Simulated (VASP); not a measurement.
Here is the system:

```
PbO
1.0
    4.05666     0.00000     0.00000
    0.00000     4.05666     0.00000
    0.00000     0.00000     5.45208
Pb O
2 2
Direct
  0.50000   0.00000   0.78147
  0.00000   0.50000   0.21853
  0.50000   0.50000   0.00000
  0.00000   0.00000   0.00000
```

Level of theory: PBE GGA, VASP's PBE PAW potentials (set 64) (plane waves; VASP 6.6.1). Run with 600 eV cut-off, 6×6×4 Γ-centred mesh, Gaussian smearing of 0.050 eV, potentials Pb_d O.

Without a dispersion term in the relaxation, distances and binding between the weakly bound layers, chains or molecules are unreliable, and so is what depends on them. Unless said otherwise, spin-orbit coupling is left out, though it shifts the bands of the heavy elements here.

### Question
Predict the energy per atom (σ→0), band gap (on the k-mesh) with the smallest direct gap where there is one.

### Answer

```yaml
band gap (on the k-mesh): 1.68 eV
smallest direct gap (on the k-mesh): 1.98 eV
energy per atom (σ→0): -5.380 eV/atom
```

The absolute energy has meaning only against runs of the same code, potentials and settings.

The compound is PbO in the litharge structure. It was relaxed first, which changed the volume by +13 %.
